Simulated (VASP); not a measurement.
A run of VASP 6.6.1:

INCAR

```
PREC = Accurate
ENCUT = 520
EDIFF = 1E-6
ISMEAR = 0
SIGMA = 0.1
LREAL = False
LASPH = True
NELM = 100
ALGO = Fast
ISIF = 2
LWAVE = False
LCHARG = True
GGA = PS
LELF = True
LVHAR = True
NBANDS = 54
```

The input KPOINTS:

```
regular mesh
0
Gamma
  3 3 2
```

The input POSCAR:

```
LuB4Os6
1.0
    5.4417090000      0.0000002900      0.0000000000
   -2.7208547500      4.7126598600      0.0000000000
    0.0000000000      0.0000000000      6.1130700000
B Os Lu
4 6 1
Direct
    0.2673578997      0.6087704200      0.0130701922
    0.7300259638      0.3960291733     -0.0000363156
    0.3909314246      0.7217316733      0.5014786351
    0.5989193161      0.2736719527      0.5092930393
    0.4782299283     -0.0022970337      0.2142854572
    0.5091527839      0.5049281983      0.2592301413
   -0.0038728463      0.5224310844      0.3070867829
    0.5371681368      0.0000789033      0.7936938396
    0.4899777119      0.4978322068      0.7549370447
   -0.0026636853      0.4448105874      0.7144202504
   -0.0013826774      0.0175183448      0.0607151562
```

Potentials or basis: VASP PAW PBE potentials, release 64 (B, Os, Lu).

Command:

```console
$ cat potpaw_PBE.64/B/POTCAR potpaw_PBE.64/Os/POTCAR potpaw_PBE.64/Lu/POTCAR > POTCAR
$ mpirun -np 1 vasp_std > vasp.out
```

Hardware: 1 thread of AMD EPYC 7R43 64-Core Processor (Zen 3), with other jobs on the host.

Q: Estimate the wall time of this run.

A: Wall time 9.8 min on 1 thread of AMD EPYC 7R43 64-Core Processor (Zen 3), on a shared host, peak memory 0.28 GiB. Counts: scf iterations 39, k points 10.
